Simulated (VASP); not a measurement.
Calculation: PBE GGA + U (Dudarev), VASP's PBE PAW potentials (set 64) (plane waves; VASP).

VASP input:

### INCAR
```
LCHARG = .FALSE.
ENCUT = 400   ! plane-wave cut-off (eV)
ISIF = 2   ! forces and stress, cell fixed
ALGO = Normal   ! blocked Davidson
LMAXMIX = 4   ! l cut-off of mixed one-centre charges
LDAU = .TRUE.
PREC = Accurate
GGA = PE
LDAUPRINT = 1
SIGMA = 0.1   ! width (eV)
LREAL = .FALSE.   ! projection in real space or not
LORBIT = 10
LWAVE = .FALSE.
ISMEAR = 1   ! Methfessel-Paxton
LDAUTYPE = 2   ! Dudarev
LASPH = .TRUE.
LDAUJ = 0 0
LDAUU = 0 3.0
EDIFF = 1E-6
SYSTEM = Ni3Si
LDAUL = -1 2
NELM = 100
```

**KPOINTS**
```
Automatic mesh
0
Gamma
8 8 8
0 0 0
```

**POSCAR**
```
Ni3Si
1.0
  3.5332220000   0.0000000000   0.0000000000
  0.0000000000   3.4466040000   0.0000000000
  0.0000000000   0.0000000000   3.5558220000
Si Ni
1 3
direct
  0.0000000000   0.0000000000   0.0000000000
  0.0000000000   0.5000000000   0.5000000000
  0.5000000000   0.0000000000   0.5000000000
  0.5058990000   0.5000000000   0.0000000000
```

POTCAR, in this order: Si Ni (PBE.64 set). Program: vasp_std.

Output of the run:

OSZICAR:
```
       N       E                     dE             d eps       ncg     rms          rms(c)
DAV:   1     0.182781804753E+03    0.18278E+03   -0.13493E+04  5290   0.180E+03
DAV:   2    -0.106801878714E+02   -0.19346E+03   -0.18627E+03  5260   0.335E+02
DAV:   3    -0.202125755339E+02   -0.95324E+01   -0.92485E+01  5745   0.103E+02
DAV:   4    -0.203904728887E+02   -0.17790E+00   -0.17702E+00  5970   0.123E+01
DAV:   5    -0.203962669899E+02   -0.57941E-02   -0.57931E-02  6158   0.214E+00    0.174E+01
DAV:   6    -0.203528834123E+02    0.43384E-01   -0.35349E+01  5886   0.994E+01    0.134E+01
DAV:   7    -0.180286671309E+02    0.23242E+01   -0.10763E+01  5775   0.562E+01    0.405E+00
DAV:   8    -0.180266726402E+02    0.19945E-02   -0.60756E-01  7324   0.148E+01    0.248E+00
DAV:   9    -0.179922666112E+02    0.34406E-01   -0.18324E-01  6404   0.156E+01    0.124E+00
DAV:  10    -0.179834592323E+02    0.88074E-02   -0.30597E-02  6779   0.510E+00    0.499E-01
DAV:  11    -0.179830528214E+02    0.40641E-03   -0.66659E-03  7685   0.150E+00    0.264E-01
DAV:  12    -0.179827643352E+02    0.28849E-03   -0.19204E-03  6886   0.154E+00    0.103E-01
DAV:  13    -0.179827876818E+02   -0.23347E-04   -0.29996E-04  7026   0.428E-01    0.351E-02
DAV:  14    -0.179827766782E+02    0.11004E-04   -0.42583E-05  6416   0.845E-02    0.135E-02
DAV:  15    -0.179827745650E+02    0.21132E-05   -0.82460E-06  5924   0.567E-02    0.500E-03
DAV:  16    -0.179827735821E+02    0.98292E-06   -0.97342E-07  3083   0.265E-02
   1 F= -.17982774E+02 E0= -.17983273E+02  d E =0.149951E-02
```

### OUTCAR
```
------------------------ aborting loop because EDIFF is reached ----------------------------------------
  FORCE on cell =-STRESS in cart. coord.  units (eV):
  Direction    XX          YY          ZZ          XY          YZ          ZX
  --------------------------------------------------------------------------------------
  Total       -2.4601841     -1.6719306     -2.7127219      0.0000000      0.0000000      0.0000000
  in kB      -91.0281824    -61.8623624   -100.3722209      0.0000000      0.0000000      0.0000000
  external PRESSURE =     -84.4209219 kB  Pullay stress =       0.0000000 kB
  volume of cell :       43.30
      direct lattice vectors                 reciprocal lattice vectors
     3.533222000  0.000000000  0.000000000     0.283027786  0.000000000  0.000000000
     0.000000000  3.446604000  0.000000000     0.000000000  0.290140672  0.000000000
     0.000000000  0.000000000  3.555822000     0.000000000  0.000000000  0.281228925
 POSITION                                       TOTAL-FORCE (eV/Angst)
 -----------------------------------------------------------------------------------
      0.00000      0.00000      0.00000         0.048413      0.000000      0.000000
      0.00000      1.72330      1.77791         0.101331      0.000000      0.000000
      1.76661      0.00000      1.77791        -0.006991      0.000000      0.000000
      1.78745      1.72330      0.00000        -0.142752      0.000000      0.000000
 -----------------------------------------------------------------------------------
    total drift:                               -0.000581     -0.000000      0.000015
  FREE ENERGIE OF THE ION-ELECTRON SYSTEM (eV)
  ---------------------------------------------------
  free  energy   TOTEN  =       -17.9827735821 eV

  energy  without entropy=      -17.9842730905  energy(sigma->0) =      -17.98327342

 total charge

# of ion       s       p       d       tot
------------------------------------------
    1        0.738   0.795   0.000   1.533
    2        0.468   0.527   8.551   9.546
    3        0.466   0.522   8.546   9.534
    4        0.469   0.528   8.553   9.550
--------------------------------------------------
tot          2.140   2.372  25.650  30.163
```
(Selected blocks of OUTCAR.)

OUTCAR:
```
 val. band max:       10.0788386932   @ k =   0.1250   0.0000   0.1250

 cond. band min:      10.0854233810   @ k =   0.5000   0.3750   0.3750


 Fermi energy:        10.0837594464

 k-point     1 :       0.0000    0.0000    0.0000
  band No.  band energies     occupation
      1      -1.4092      2.00000
      2       5.1528      2.00000
      3       5.9799      2.00000
      4       5.9997      2.00000
      5       6.4876      2.00000
      6       6.5307      2.00000
      7       6.5375      2.00000
      8       8.4155      2.00000
      9       8.4476      2.00000
     10       8.5530      2.00000
     11       9.1940      2.00000
     12       9.3278      2.00000
     13       9.3820      2.00000
     14       9.4891      2.00000
     15       9.6877      2.00000
     16       9.9785      2.05948
     17      10.0410      1.65606
     18      10.1566      0.06117
     19      10.1901     -0.06107
     20      15.0131      0.00000
     21      16.4136      0.00000

 k-point     2 :       0.1250    0.0000    0.0000
  band No.  band energies     occupation
      1      -1.2321      2.00000
      2       5.2025      2.00000
      3       5.7851      2.00000
      4       6.1195      2.00000
      5       6.4727      2.00000
      6       6.5424      2.00000
      7       6.5832      2.00000
      8       8.2428      2.00000
      9       8.2934      2.00000
     10       8.3911      2.00000
     11       8.8321      2.00000
     12       9.2513      2.00000
     13       9.3459      2.00000
     14       9.3523      2.00000
     15       9.6061      2.00000
     16       9.6419      2.00000
     17      10.1568      0.05966
     18      10.5054     -0.00000
     19      10.8462     -0.00000
     20      15.3767      0.00000
     21      16.6447      0.00000

 k-point     3 :       0.2500    0.0000    0.0000
  band No.  band energies     occupation
      1      -0.7214      2.00000
      2       4.7085      2.00000
      3       5.6857      2.00000
...
```

The compound is Ni3Si in the L1_2 structure. The cell was not relaxed at this level, atoms are displaced from their ideal sites. The run is one of a series of settings (LDAU = .TRUE., LDAUJ = 0 0, LDAUL = -1 2, LDAUTYPE = 2, LDAUU = 0 3.0 against the base run), some of them coarse on purpose. The run is not spin-polarised, so no magnetic state was tried.
